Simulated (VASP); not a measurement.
Output of a VASP run:

### OUTCAR
```
 ion  position               nearest neighbor table
   1  0.000  0.000  0.000-   2 2.54   3 2.54   2 2.54   2 2.54   3 2.54   2 2.54   3 2.54   3 2.54
  LATTYP: Found a face centered cubic cell.
 ALAT       =     5.8614740000
 Subroutine PRICEL returns:
 Original cell was already a primitive cell.
 Subroutine GETGRP returns: Found 48 space group operations
The static configuration has the point symmetry O_h .
The dynamic configuration has the point symmetry O_h .
 Subroutine INISYM returns: Found 48 space group operations
 Subroutine IBZKPT returns following result:
 Found     10 irreducible k-points:

 Following reciprocal coordinates:
            Coordinates               Weight
  0.000000  0.000000  0.000000      1.000000
  0.200000  0.000000  0.000000      8.000000
  0.400000  0.000000  0.000000      8.000000
  0.200000  0.200000  0.000000      6.000000
  0.400000  0.200000  0.000000     24.000000
 -0.400000  0.200000  0.000000     24.000000
 -0.200000  0.200000  0.000000     12.000000
  0.400000  0.400000  0.000000      6.000000
 -0.400000  0.400000  0.000000     12.000000
 -0.400000  0.400000  0.200000     24.000000
 Subroutine IBZKPT_HF returns following result:
   k-points           NKPTS =     10   k-points in BZ     NKDIM =    125   number of bands    NBANDS=     18
   number of dos      NEDOS =    301   number of ions     NIONS =      3
   total plane-waves  NPLWV =  13824
   dimension x,y,z NGX =    24 NGY =   24 NGZ =   24
   dimension x,y,z NGXF=    48 NGYF=   48 NGZF=   48
   ions per type =               1   2
   PREC   = accura    normal or accurate (medium, high low for compatibility)
   ISTART =      0    job   : 0-new  1-cont  2-samecut
   ICHARG =      2    charge: 1-file 2-atom 10-const
   ISPIN  =      1    spin polarized calculation?
   LNONCOLLINEAR =      F non collinear calculations
   LSORBIT =      F    spin-orbit coupling
   INIWAV =      1    electr: 0-lowe 1-rand  2-diag
   ENCUT  =  320.0 eV  23.52 Ry    4.85 a.u.   6.05  6.05  6.05*2*pi/ulx,y,z
   NELM   =    100;   NELMIN=  2; NELMDL= -5     # of ELM steps
   EDIFF  = 0.1E-05   stopping-criterion for ELM
   LREAL  =      F    real-space projection
   NLSPLINE    = F    spline interpolate recip. space projectors
   LMAXMIX     =    4 max onsite mixed and CHGCAR
   VOSKOWN=      0    Vosko Wilk Nusair interpolation
   EDIFFG = 0.1E-04   stopping-criterion for IOM
   NSW    =      0    number of steps for IOM
   NBLOCK =      1;   KBLOCK =      1    inner block; outer block
   IBRION =     -1    ionic relax: 0-MD 1-quasi-New 2-CG
   NFREE  =      0    steps in history (QN), initial steepest desc. (CG)
   ISIF   =      2    stress and relaxation
   ISYM   =      3    0-nonsym 1-usesym 2-fastsym
   TEIN   =    0.0    initial temperature
   TEBEG  =    0.0;   TEEND  =   0.0 temperature during run
   SMASS  =  -3.00    Nose mass-parameter (am)
   PSTRESS=    0.0 pullay stress
   NELECT =      28.0000    total number of electrons
   EFERMI =   0.00;   METHOD = LEGACY
   ISMEAR =     0;   SIGMA  =   0.01  broadening in eV -4-tet -1-fermi 0-gaus
   IALGO  =     38    algorithm
   LDIAG  =      T    sub-space diagonalisation (order eigenvalues)
   IMIX   =      1    mixing-type and parameters
     AMIX     =   0.40;   BMIX     =  1.00
     AMIX_MAG =   1.60;   BMIX_MAG =  1.00
     AMIN     =   0.10
   GGA     = PE    functional components
   VOSKOWN =     0    Vosko Wilk Nusair interpolation
   LHFCALC =     T    Hartree Fock is set to
   NKREDX  =     1    reduce k-point grid by
   AEXX    =    0.2500 exact exchange contribution
   HFSCREEN=    0.0000 screening length (either q_TF or 0.3 A-1)
   HFRCUT  =   -1.0000 spherical cutoff for potential kernel
   AGGAX   =    0.7500 GGA exchange part
   ALDAC   =    1.0000 LDA correlation
   AGGAC   =    1.0000 GGA correlation
  energy-cutoff  :      320.00
  volume of cell :       50.35
      direct lattice vectors                 reciprocal lattice vectors
     0.000000000  2.930737000  2.930737000    -0.170605551  0.170605551  0.170605551
...
```

### OSZICAR
```
       N       E                     dE             d eps       ncg     rms          rms(c)
DAV:   1    -0.239511057598E+04   -0.23951E+04   -0.12083E+04   360   0.135E+03
DAV:   2    -0.264872058281E+04   -0.25361E+03   -0.24660E+03   426   0.403E+02
DAV:   3    -0.266679179314E+04   -0.18071E+02   -0.18002E+02   406   0.125E+02
DAV:   4    -0.266720363841E+04   -0.41185E+00   -0.41164E+00   382   0.210E+01
DAV:   5    -0.212261268982E+02    0.26460E+04   -0.10192E+01   394   0.559E+01    0.736E+00
DAV:   6    -0.193016318484E+02    0.19245E+01   -0.55409E+00   468   0.223E+01    0.303E+00
DAV:   7    -0.193863856228E+02   -0.84754E-01   -0.12759E+00   382   0.800E+00    0.267E+00
DAV:   8    -0.193442673243E+02    0.42118E-01   -0.59905E-02   390   0.212E+00    0.146E+00
DAV:   9    -0.193289235809E+02    0.15344E-01   -0.40495E-02   364   0.178E+00    0.653E-01
DAV:  10    -0.193270407047E+02    0.18829E-02   -0.33492E-03   360   0.613E-01    0.359E-01
DAV:  11    -0.193263726420E+02    0.66806E-03   -0.11713E-03   388   0.366E-01    0.222E-01
DAV:  12    -0.193265309524E+02   -0.15831E-03   -0.67167E-04   364   0.232E-01    0.142E-01
DAV:  13    -0.193267229263E+02   -0.19197E-03   -0.12969E-04   360   0.121E-01    0.859E-02
DAV:  14    -0.193268424247E+02   -0.11950E-03   -0.49496E-05   374   0.794E-02    0.503E-02
DAV:  15    -0.193269097061E+02   -0.67281E-04   -0.19988E-05   360   0.486E-02    0.302E-02
DAV:  16    -0.193269449292E+02   -0.35223E-04   -0.84772E-06   372   0.294E-02    0.188E-02
DAV:  17    -0.193269628499E+02   -0.17921E-04   -0.36995E-06   362   0.184E-02    0.119E-02
DAV:  18    -0.193269717797E+02   -0.89298E-05   -0.15240E-06   324   0.117E-02    0.766E-03
DAV:  19    -0.193269761650E+02   -0.43853E-05   -0.71668E-07   280   0.799E-03    0.491E-03
DAV:  20    -0.193269783063E+02   -0.21414E-05   -0.33151E-07   286   0.524E-03    0.318E-03
DAV:  21    -0.193269793476E+02   -0.10413E-05   -0.15073E-07   272   0.336E-03    0.209E-03
DAV:  22    -0.193269798534E+02   -0.50582E-06   -0.68837E-08   268   0.231E-03
   1 F= -.19326980E+02 E0= -.19326980E+02  d E =-.424460E-33
```

OUTCAR:
```
------------------------ aborting loop because EDIFF is reached ----------------------------------------
  FORCE on cell =-STRESS in cart. coord.  units (eV):
  Direction    XX          YY          ZZ          XY          YZ          ZX
  --------------------------------------------------------------------------------------
  Total       -9.9917288     -9.9917288     -9.9917288      0.0000000      0.0000000      0.0000000
  in kB     -317.9733206   -317.9733206   -317.9733206      0.0000000      0.0000000      0.0000000
  external PRESSURE =    -317.9733206 kB  Pullay stress =       0.0000000 kB
  volume of cell :       50.35
      direct lattice vectors                 reciprocal lattice vectors
     0.000000000  2.930737000  2.930737000    -0.170605551  0.170605551  0.170605551
     2.930737000  0.000000000  2.930737000     0.170605551 -0.170605551  0.170605551
     2.930737000  2.930737000  0.000000000     0.170605551  0.170605551 -0.170605551
 POSITION                                       TOTAL-FORCE (eV/Angst)
 -----------------------------------------------------------------------------------
      0.00000      0.00000      0.00000        -0.000000      0.000000     -0.000000
      4.39611      4.39611      4.39611        -0.000000     -0.000000      0.000000
      1.46537      1.46537      1.46537         0.000000      0.000000     -0.000000
 -----------------------------------------------------------------------------------
    total drift:                                0.000000      0.000000     -0.000000
  FREE ENERGIE OF THE ION-ELECTRON SYSTEM (eV)
  ---------------------------------------------------
  free  energy   TOTEN  =       -19.3269798534 eV

  energy  without entropy=      -19.3269798534  energy(sigma->0) =      -19.32697985

  exchange ACFDT corr.  =         0.00000000  see jH, gK, PRB 81, 115126
```
(Selected blocks of OUTCAR.)

### POSCAR
```
PbF2
1
    0.0000000000     2.9307370000     2.9307370000
    2.9307370000     0.0000000000     2.9307370000
    2.9307370000     2.9307370000     0.0000000000
Pb F
1 2
Direct
  0.0000000000   0.0000000000   0.0000000000
  0.7500000000   0.7500000000   0.7500000000
  0.2500000000   0.2500000000   0.2500000000
```

Question: Reconstruct the remaining input files.

Answer: This is not unique; one that fits is the input of the run itself, PBE0 hybrid, plane waves, VASP's PBE PAW potentials (set 64).

**KPOINTS**
```
Automatic mesh
0
gamma
  5 5 5
0 0 0
```

INCAR:
```
SYSTEM = PbF2
PREC = Accurate
ENCUT = 320
EDIFF = 1E-6
NELM = 100
ALGO = Normal
LREAL = .FALSE.
LASPH = .TRUE.
ISMEAR = 0
SIGMA = 0.01
GGA = PE
AEXX = 0.25
HFRCUT = -1
LHFCALC = .TRUE.
PRECFOCK = Fast
ISYM = 3
LMAXMIX = 4
LWAVE = .FALSE.
LCHARG = .FALSE.
ISIF = 2
```

POTCAR, in this order: Pb_d F (PBE.64 set). Program: vasp_std.

At this cut-off the stress carries a Pulay error, which pulls relaxed volumes low.

The structure comes from a computed database's PbF2 entry; how it stands against other phases isn't given here. The cell was not relaxed at this level. The run is one of a series of settings (ENCUT = 320 against the base run), some of them coarse on purpose.
